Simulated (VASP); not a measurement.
Set up this calculation in VASP 6.6.1, as the native input.

```
Task                   : single point
Functional             : LDA
Potentials or basis    : VASP PAW LDA potentials, release 64 (Sn_d, Bi_d)
Cutoff                 : 520 eV
k mesh                 : 6 × 6 × 6
Occupations            : fermi-dirac, width 0.025 eV
Spin                   : no spin polarisation
Dipole correction      : no
Further INCAR settings : ALGO = Normal; EDIFF = 1e-07; NBANDS = 36
```

The structure of Sn3Bi lies in POSCAR:

```
Sn3Bi
1.0
    0.0000000000      3.8490170000      3.8490170000
    3.8490170000      0.0000000000      3.8490170000
    3.8490170000      3.8490170000      0.0000000000
Sn Bi
3 1
Direct
    0.0000000000      0.0000000000      0.0000000000
    0.2500000000      0.2500000000      0.2500000000
    0.7500000000      0.7500000000      0.7500000000
    0.5000000000      0.5000000000      0.5000000000
```

The cell comes from a database or a generator and needn't be the stable form of this composition.

One way to write it, as run:

INCAR

```
SYSTEM = Sn3Bi
ALGO = Normal ; EDIFF = 1E-7
ENCUT = 520 ; GGA = CA
ISIF = 2 ; ISMEAR = -1
LASPH = .True. ; LCHARG = .False.
LREAL = .False. ; LWAVE = .False.
NBANDS = 36 ; NELM = 100
PREC = Accurate ; SIGMA = 0.025
```

KPOINTS

```
k-points
0
Gamma
  6 6 6
  0 0 0
```

Potentials or basis: VASP PAW LDA potentials, release 64 (Sn_d, Bi_d).

Launch:

```console
$ cat potpaw_LDA.64/Sn_d/POTCAR potpaw_LDA.64/Bi_d/POTCAR > POTCAR
$ mpirun -np 1 vasp_std > vasp.out
```

It gave:

| Property | Result |
| --- | --- |
| Pressure | -3.7 GPa |
| Band gap on the k mesh | none (metal or under the smearing width) |

Caveat: spin-orbit coupling is left out, which moves the levels of the heavy elements.

It took 41 s on 1 thread of Intel(R) Xeon(R) Platinum 8559C (Emerald Rapids), on a shared host, peak memory 0.22 GiB.
